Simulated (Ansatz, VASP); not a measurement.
# TiCuSn in two plane-wave programs, part 2 of 2

One calculation is typed for both programs; each brings its own data sets and cutoff. How far apart do they land?

VASP 6.6.1 and Ansatz 0.2.0.

So far. Step 2 (Ansatz: single point, r2SCAN with rVV10): The run ends at a pressure of -1.56 GPa, with forces up to 0.038 eV/Å.

## 3. VASP: single point, r2SCAN with rVV10 (continued)

Level of this step: r2SCAN with rVV10; plane waves and PAW (Sn_d, Cu_pv, Ti_pv) (VASP).

Numbers of over 12 decimals in the logs are rounded to 6 here.

OUTCAR, selected parts (step 3):

```text
ion  position               nearest neighbor table
   1  0.333  0.667  0.244-   4 2.54   4 2.54   4 2.54   3 2.79   5 2.93   5 2.93   5 2.93   6 2.96
                             6 2.96   6 2.96
   2  0.667  0.333  0.744-   3 2.54   3 2.54   3 2.54   4 2.79   6 2.93   6 2.93   6 2.93   5 2.96
                             5 2.96   5 2.96
   3  0.333  0.667  0.780-   2 2.54   2 2.54   2 2.54   1 2.79   5 2.85   5 2.85   5 2.85
   4  0.667  0.333  0.280-   1 2.54   1 2.54   1 2.54   2 2.79   6 2.85   6 2.85   6 2.85
   5  0.000  0.000  0.999-   3 2.85   3 2.85   3 2.85   1 2.93   1 2.93   1 2.93   2 2.96   2 2.96
                             2 2.96   6 3.00   6 3.00
   6  0.000  0.000  0.499-   4 2.85   4 2.85   4 2.85   2 2.93   2 2.93   2 2.93   1 2.96   1 2.96
                             1 2.96   5 3.00   5 3.00

  LATTYP: Found a hexagonal cell.
 ALAT       =     4.3890274436
 C/A-ratio  =     1.3683740959

 Subroutine GETGRP returns: Found 12 space group operations
 (whereof  6 operations were pure point group operations)

The static configuration has the point symmetry C_3v.
 The point group associated with its full space group is C_6v.

 Found     48 irreducible k-points:

   k-points           NKPTS =     48   k-points in BZ     NKDIM =     48   number of bands    NBANDS=     50

   dimension x,y,z NGX =    24 NGY =   24 NGZ =   28
   dimension x,y,z NGXF=    48 NGYF=   48 NGZF=   56

   ENCUT  =  370.0 eV  27.19 Ry    5.21 a.u.   6.88  6.88  9.42*2*pi/ulx,y,z

   NELECT =      82.0000    total number of electrons

 k-points in reciprocal lattice and weights: Automatic mesh
   0.00000000  0.00000000  0.00000000       0.002
   0.11111111 -0.00000000  0.00000000       0.012
   0.22222222  0.00000000  0.00000000       0.012
   0.33333333 -0.00000000  0.00000000       0.012
   0.44444444  0.00000000  0.00000000       0.012
   0.11111111  0.11111111  0.00000000       0.012
   0.22222222  0.11111111  0.00000000       0.025
   0.33333333  0.11111111  0.00000000       0.025
   0.44444444  0.11111111  0.00000000       0.012
[...]
0.33333333  0.22222222  0.50000000       0.025
   0.33333333  0.33333333  0.50000000       0.004

 average (electrostatic) potential at core
       1-103.6916       2-103.6916       3 -84.9677       4 -84.9677       5 -53.5919
       6 -53.5919

 E-fermi :   8.6791

 k-point     1 :       0.0000    0.0000    0.0000
  band No.  band energies     occupation
    ...
     36       6.4777      2.00000
     37       6.4781      2.00000
     38       7.7043      2.00000
     39       8.2633      2.00000
     40       8.2636      2.00000
     41       9.1875      0.00000
     42       9.1876      0.00000
     43       9.9008      0.00000
     44      10.3326      0.00000
     45      10.3328      0.00000
    ...

 k-point     2 :       0.1111   -0.0000    0.0000
  band No.  band energies     occupation
    ...
     36       6.1081      2.00000
     37       6.4402      2.00000
     38       7.6781      2.00000
     39       7.9299      2.00000
     40       7.9415      2.00000
     41       8.8539      0.00000
     42       9.2296      0.00000
     43      10.2051      0.00000
     44      10.3592      0.00000
     45      10.3599      0.00000
    ...

 k-point     3 :       0.2222    0.0000    0.0000
  band No.  band energies     occupation
    ...
     37       6.3285      2.00000
     38       7.1092      2.00000
     39       7.2974      2.00000
     40       7.5954      2.00000
     41       8.2189      2.00000
     42       9.3278      0.00000
     43       9.6012      0.00000
     44       9.9450      0.00000
     45      10.1835      0.00000
     46      10.3883      0.00000
    ...

  Total       -2.6744002     -2.6744002     -2.5004239     -0.0000000     -0.0000000      0.0000000
  in kB      -42.7658020    -42.7658020    -39.9837810     -0.0000000     -0.0000000      0.0000000
  external PRESSURE =     -41.8384616 kB  Pullay stress =       0.0000000 kB

  energy-cutoff  :      370.00
  volume of cell :      100.19
      direct lattice vectors                 reciprocal lattice vectors
     4.389027444  0.000000000  0.000000000     0.227840908  0.131544010  0.000000000
    -2.194513722  3.801009264  0.000000000     0.000000000  0.263088020  0.000000000
     0.000000000  0.000000000  6.005831460     0.000000000  0.000000000  0.166504839

 POSITION                                       TOTAL-FORCE (eV/Angst)
 -----------------------------------------------------------------------------------
     -0.00000      2.53401      1.46271        -0.000000      0.000000      0.037545
      2.19451      1.26700      4.46562         0.000000     -0.000000      0.037545
     -0.00000      2.53401      4.68352        -0.000000      0.000000     -0.117368
      2.19451      1.26700      1.68060         0.000000     -0.000000     -0.117368
      0.00000      0.00000      5.99756         0.000000     -0.000000      0.079823
      0.00000      0.00000      2.99465        -0.000000      0.000000      0.079823
 -----------------------------------------------------------------------------------
    total drift:                                0.000034      0.000059     -0.493518

  FREE ENERGIE OF THE ION-ELECTRON SYSTEM (eV)
  ---------------------------------------------------
  free  energy   TOTEN  =       -96.2413791950 eV

  energy  without entropy=      -96.2373521660  energy(sigma->0) =      -96.23936568

 total charge
# of ion       s       p       d       tot
------------------------------------------
    1        1.078   1.464  10.029  12.571
    2        1.078   1.464  10.029  12.571
    3        0.336   6.227   8.881  15.444
    4        0.336   6.227   8.881  15.444
    5        0.237   6.192   2.022   8.452
    6        0.237   6.192   2.022   8.452
--------------------------------------------------
tot          3.303  27.766  41.864  72.933

[... 3 further parts left out ...]
```

The run ends at a pressure of -4.18 GPa, with forces up to 0.12 eV/Å.

## 4. Side by side

Known differences besides the PAW data sets themselves: VASP keeps PBE cores, Ansatz makes them for the functional; the data sets hold 90 valence electrons in Ansatz (default PAW (the set named soft_2) files) and 82 in VASP; the cutoff is 500 eV in Ansatz and 370 eV in VASP (PREC = Normal). Total energies have different zeros and are not compared.

Compared:

```csv
quantity,Ansatz,VASP,difference
pressure (GPa),-1.56,-4.18,+2.62
```

Forces (eV/Å; atoms numbered as in POSCAR):

```csv
atom,"Ansatz x, y, z","VASP x, y, z"
Sn1,"0.000, 0.000, -0.025","0.000, 0.000, 0.038"
Sn2,"0.000, 0.000, -0.025","0.000, 0.000, 0.038"
Cu3,"0.000, 0.000, 0.038","0.000, 0.000, -0.117"
Cu4,"0.000, 0.000, 0.038","0.000, 0.000, -0.117"
Ti5,"0.000, 0.000, -0.013","0.000, 0.000, 0.080"
Ti6,"0.000, 0.000, -0.013","0.000, 0.000, 0.080"
```

The forces differ by 64 meV/Å r.m.s., which is 130.2 % of the r.m.s. force of 0.05 eV/Å (both taken over all components). Ansatz's pressure holds a Pulay correction of 0.07 GPa; VASP's holds none.

## 5. Further runs

The difference is large enough to ask for its cause, so further runs change the set-up of one program at a time, as the table lists.

```csv
run,r.m.s. force difference (meV/Å)
as above,64
"cores kept as stored, as VASP does",64
Ansatz's larger PAW set (cutoff 1050 eV),63
norm-conserving potentials (cutoff 1450 eV),69
```

## 6. Summary of results

```yaml
r_m_s_force_difference_single_point_r2scan_with_rvv10: 64 meV/Å
difference_in_pressure_single_point_r2scan_with_rvv10: 2.6 GPa
```

What this shows: The r.m.s. force difference is 64 meV/Å (single point, r2SCAN with rVV10), beyond the 12 meV/Å picked in this series as the mark of a large difference. Also far apart in the single point, r2SCAN with rVV10 pair: the difference in pressure, 2.6 GPa. For single point, r2SCAN with rVV10: no further run halves the r.m.s. force difference; only Ansatz's side was varied, and Ansatz's runs with other potentials lie closer to each other than to VASP, which for this quantity points to VASP's side; this was not tested here. 1 further run on this material is not shown. Differences of this kind measure data sets and numerical settings, not the functional's error against experiment.

[Lines on the potential files, build, host, timing and source positions are cut from VASP's logs without a mark.]

[Logs are printed without paths, hosts, clocks, repeated set-up lines and the standing remarks that a program may print on its own settings, such as how far it seeks lower states.]

[Hosts, paths, dates, database ids (printed as entryN), source tags and the programs' standing remarks are cut or masked in the printed files.]
